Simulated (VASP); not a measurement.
OSZICAR of a VASP run on GaSb (zinc blende):

OSZICAR:
```
       N       E                     dE             d eps       ncg     rms          rms(c)
DAV:   1     0.241340279678E+03    0.24134E+03   -0.13172E+04   340   0.150E+04
DAV:   2     0.195230524296E+02   -0.22182E+03   -0.21868E+03   472   0.118E+03
DAV:   3    -0.620387420710E+01   -0.25727E+02   -0.25559E+02   504   0.235E+02
DAV:   4    -0.719275589008E+01   -0.98888E+00   -0.98491E+00   496   0.370E+01
DAV:   5    -0.722425666003E+01   -0.31501E-01   -0.31457E-01   416   0.629E+00    0.388E+00
DAV:   6    -0.717239477275E+01    0.51862E-01   -0.18889E-01   528   0.956E+00    0.239E+00
DAV:   7    -0.715334783018E+01    0.19047E-01   -0.42308E-02   464   0.515E+00    0.357E-01
DAV:   8    -0.715497742543E+01   -0.16296E-02   -0.30511E-03   504   0.123E+00    0.969E-02
DAV:   9    -0.715581121491E+01   -0.83379E-03   -0.10435E-03   448   0.388E-01    0.303E-02
DAV:  10    -0.715593859291E+01   -0.12738E-03   -0.13809E-04   430   0.288E-01    0.774E-03
DAV:  11    -0.715595597861E+01   -0.17386E-04   -0.24407E-05   456   0.664E-02    0.298E-03
DAV:  12    -0.715595639228E+01   -0.41367E-06   -0.21712E-06   392   0.639E-02    0.101E-03
DAV:  13    -0.715595666281E+01   -0.27053E-06   -0.26182E-07   432   0.170E-02    0.407E-04
DAV:  14    -0.715595669966E+01   -0.36844E-07   -0.53978E-08   312   0.304E-03    0.470E-05
DAV:  15    -0.715595670174E+01   -0.20818E-08   -0.31761E-09   224   0.119E-03
   1 F= -.71559567E+01 E0= -.71559567E+01  d E =-.221836E-11
```

Q: Which electronic solver shows in the log?

A: It is blocked Davidson (ALGO = Normal, or the opening steps of other solvers). The INCAR had ALGO = Normal.

Q: Can the final energy be trusted as converged?

A: The run converged. It stopped with EDIFF = 1E-8, NELM = 100 (PBE GGA, plane waves, VASP's PBE PAW potentials (set 64)).

The compound is GaSb in the zinc blende structure. The cell was not relaxed at this level. The k-mesh is coarse (spacing up to 0.45 per Å, 2π included), so the numbers may not be converged in it.
